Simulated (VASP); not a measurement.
Level of theory: vdW-DF-cx, VASP's PBE PAW potentials (set 64) (plane waves; VASP 6.6.1).

VASP ran on this input.

POSCAR:
```
Sr
1
    0.0000000000     2.9892186204     2.9892186204
    2.9892186204     0.0000000000     2.9892186204
    2.9892186204     2.9892186204     0.0000000000
Sr
1
Direct
  1.0000000000   0.0000000000   1.0000000000
```

File KPOINTS:
```
Automatic mesh
0
Gamma
8 8 8
0 0 0
```

**INCAR**
```
# general
SYSTEM  =Sr
PREC    =Accurate
ENCUT   =520
LREAL   =.False.
LASPH   =.True.

# electronic loop
EDIFF   =1E-7
NELM    =100
ALGO    =Normal
LMAXMIX =4

# smearing
ISMEAR  =0
SIGMA   =0.05

# functional
GGA     =CX
LUSE_VDW=.True.
AGGAC   =0.0

# ions
ISIF    =2

# output
LWAVE   =.False.
LCHARG  =.False.
```

POTCAR, in this order: Sr_sv (PBE.64 set). Program: vasp_std.

Question: Predict the energy per atom (σ→0), band gap (on the k-mesh).

Answer: 
```yaml
energy per atom (σ→0): 0.548 eV/atom
band gap (on the k-mesh): none (metal, semimetal or under 0.01 eV)
```

**OSZICAR**
```
...
DAV:   7     0.547493902620E+00   -0.12634E-02   -0.12593E-02   617   0.141E+00    0.302E-01
DAV:   8     0.547264685062E+00   -0.22922E-03   -0.21713E-03   815   0.290E-01    0.172E-01
DAV:   9     0.547250380975E+00   -0.14304E-04   -0.25996E-05   723   0.582E-02    0.390E-02
DAV:  10     0.547226550932E+00   -0.23830E-04   -0.31625E-05   575   0.488E-02    0.759E-02
DAV:  11     0.547227329038E+00    0.77811E-06   -0.15349E-06   727   0.140E-02    0.201E-02
DAV:  12     0.547227754613E+00    0.42558E-06   -0.43935E-07   630   0.556E-03    0.106E-02
DAV:  13     0.547227764001E+00    0.93873E-08   -0.25708E-08   362   0.147E-03
   1 F= 0.54722776E+00 E0= 0.54780624E+00  d E =-.115696E-02
```

The compound is Sr in the fcc structure. This cell is one point of a volume scan, at 1.03 of the reference volume.
